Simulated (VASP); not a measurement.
Output of a VASP run:

**OSZICAR**
```
...
DAV:  10    -0.516159476368E+02   -0.19291E-01   -0.97123E-02  1679   0.326E+00    0.211E-01
DAV:  11    -0.516326105490E+02   -0.16663E-01   -0.19748E-02  1795   0.132E+00    0.680E-02
DAV:  12    -0.516332821432E+02   -0.67159E-03   -0.20678E-03  1383   0.421E-01    0.494E-02
DAV:  13    -0.516334419870E+02   -0.15984E-03   -0.82010E-04  1804   0.276E-01    0.166E-02
DAV:  14    -0.516335273463E+02   -0.85359E-04   -0.14144E-04  1561   0.108E-01    0.113E-02
DAV:  15    -0.516335508088E+02   -0.23463E-04   -0.43695E-05  1885   0.631E-02    0.521E-03
DAV:  16    -0.516335548388E+02   -0.40300E-05   -0.63165E-06  1705   0.182E-02    0.473E-03
DAV:  17    -0.516335543058E+02    0.53301E-06   -0.70292E-06  1585   0.213E-02
   1 F= -.51633554E+02 E0= -.51633076E+02  d E =-.516336E+02
       N       E                     dE             d eps       ncg     rms          rms(c)
DAV:   1    -0.523567736425E+02   -0.72322E+00   -0.17615E+01  1456   0.429E+01    0.637E+00
DAV:   2    -0.516532500872E+02    0.70352E+00   -0.32588E+00  1640   0.203E+01    0.190E+00
DAV:   3    -0.516432609716E+02    0.99891E-02   -0.14863E-01  1814   0.403E+00    0.133E+00
DAV:   4    -0.516028878830E+02    0.40373E-01   -0.19376E-01  1576   0.306E+00    0.201E-01
DAV:   5    -0.516368843359E+02   -0.33996E-01   -0.19224E-02  1584   0.111E+00    0.192E-01
DAV:   6    -0.516367898478E+02    0.94488E-04   -0.80831E-04  1776   0.206E-01    0.210E-01
DAV:   7    -0.516443900073E+02   -0.76002E-02   -0.87804E-03  1761   0.797E-01    0.874E-02
DAV:   8    -0.516462974486E+02   -0.19074E-02   -0.10163E-03  1235   0.254E-01    0.738E-02
DAV:   9    -0.516465956453E+02   -0.29820E-03   -0.17040E-04  2016   0.127E-01    0.515E-02
DAV:  10    -0.516467565695E+02   -0.16092E-03   -0.19741E-04  1735   0.113E-01    0.325E-02
DAV:  11    -0.516467696831E+02   -0.13114E-04   -0.12493E-05  1756   0.299E-02    0.307E-02
DAV:  12    -0.516467652563E+02    0.44268E-05   -0.10494E-06  1278   0.848E-03    0.327E-02
DAV:  13    -0.516468104089E+02   -0.45153E-04   -0.14653E-04  1250   0.781E-02    0.801E-03
DAV:  14    -0.516468116061E+02   -0.11972E-05   -0.29459E-05  2063   0.354E-02    0.225E-03
DAV:  15    -0.516468128336E+02   -0.12275E-05   -0.12642E-06  1249   0.101E-02    0.415E-03
DAV:  16    -0.516468119455E+02    0.88806E-06   -0.76692E-07   882   0.881E-03
   2 F= -.51646812E+02 E0= -.51646327E+02  d E =-.132576E-01
       N       E                     dE             d eps       ncg     rms          rms(c)
DAV:   1    -0.517272831241E+02   -0.80470E-01   -0.17919E+00  1470   0.137E+01    0.190E+00
DAV:   2    -0.516525252194E+02    0.74758E-01   -0.38694E-01  1509   0.673E+00    0.624E-01
DAV:   3    -0.516507184560E+02    0.18068E-02   -0.20505E-02  1825   0.146E+00    0.322E-01
DAV:   4    -0.516478055586E+02    0.29129E-02   -0.22244E-02  1623   0.107E+00    0.802E-02
DAV:   5    -0.516494441343E+02   -0.16386E-02   -0.13309E-03  1750   0.295E-01    0.762E-02
DAV:   6    -0.516497222367E+02   -0.27810E-03   -0.34707E-04  1847   0.169E-01    0.641E-02
DAV:   7    -0.516503000880E+02   -0.57785E-03   -0.35349E-04  1602   0.162E-01    0.161E-02
DAV:   8    -0.516503402362E+02   -0.40148E-04   -0.21583E-04  1765   0.140E-01    0.987E-03
DAV:   9    -0.516503515132E+02   -0.11277E-04   -0.24305E-05  1449   0.468E-02    0.467E-03
DAV:  10    -0.516503559807E+02   -0.44675E-05   -0.47151E-06  1347   0.197E-02    0.198E-03
DAV:  11    -0.516503563691E+02   -0.38839E-06   -0.57139E-07   812   0.115E-02
   3 F= -.51650356E+02 E0= -.51649848E+02  d E =-.168021E-01
```

**OUTCAR**
```
------------------------ aborting loop because EDIFF is reached ----------------------------------------
  FORCE on cell =-STRESS in cart. coord.  units (eV):
  Direction    XX          YY          ZZ          XY          YZ          ZX
  --------------------------------------------------------------------------------------
  Total        0.0022089      0.0022089      0.0022089     -0.0000000     -0.0000000     -0.0000000
  in kB        0.0639188      0.0639188      0.0639188     -0.0000000     -0.0000000     -0.0000000
  external PRESSURE =       0.0639188 kB  Pullay stress =       0.0000000 kB
  volume of cell :       55.37
      direct lattice vectors                 reciprocal lattice vectors
     3.811413470 -0.000000000 -0.000000000     0.262369855 -0.000000000  0.000000000
     0.000000000  3.811413470  0.000000000     0.000000000  0.262369855  0.000000000
    -0.000000000  0.000000000  3.811413470     0.000000000 -0.000000000  0.262369855
 POSITION                                       TOTAL-FORCE (eV/Angst)
 -----------------------------------------------------------------------------------
      0.00000      0.00000      0.00000         0.000000      0.000000      0.000000
      1.90571      1.90571      1.90571        -0.000000      0.000000      0.000000
 -----------------------------------------------------------------------------------
    total drift:                                0.000000     -0.000000     -0.000000
  FREE ENERGIE OF THE ION-ELECTRON SYSTEM (eV)
  ---------------------------------------------------
  free  energy   TOTEN  =       -51.6503563691 eV

  energy  without entropy=      -51.6488302114  energy(sigma->0) =      -51.64984765

 reached required accuracy - stopping structural energy minimisation
```
(Selected blocks of OUTCAR.)

### POSCAR
```
LaAg
1
    3.7600000000     0.0000000000     0.0000000000
    0.0000000000     3.7600000000     0.0000000000
    0.0000000000     0.0000000000     3.7600000000
Ag La
1 1
Direct
  0.0000000000   0.0000000000   0.0000000000
  0.5000000000   0.5000000000   0.5000000000
```

Task: Reconstruct the remaining input files.

Result: Several could match; the one computed here: the input of the run itself, r2SCAN meta-GGA, plane waves, VASP's PBE PAW potentials (set 64).

### KPOINTS
```
Automatic mesh
0
Gamma
9 9 9
0 0 0
```

INCAR:
```
SYSTEM=LaAg
PREC=Accurate; ENCUT=400; LREAL=F
LASPH=T
EDIFF=1E-6; NELM=100; ALGO=Normal
LMAXMIX=6; LMIXTAU=T
ISMEAR=1; SIGMA=0.1
METAGGA=R2SCAN
IBRION=2; NSW=60; ISIF=3
EDIFFG=-0.01
LWAVE=F; LCHARG=F
```

POTCAR, in this order: Ag La (PBE.64 set). Program: vasp_std.

Energy and stress use the plane-wave basis of the starting cell.

The structure comes from a measured LaAg entry (Pm-3m) of the Crystallography Open Database, whose conditions weren't checked. This run relaxes it. Symmetry was kept, so distortions that lower it aren't found.
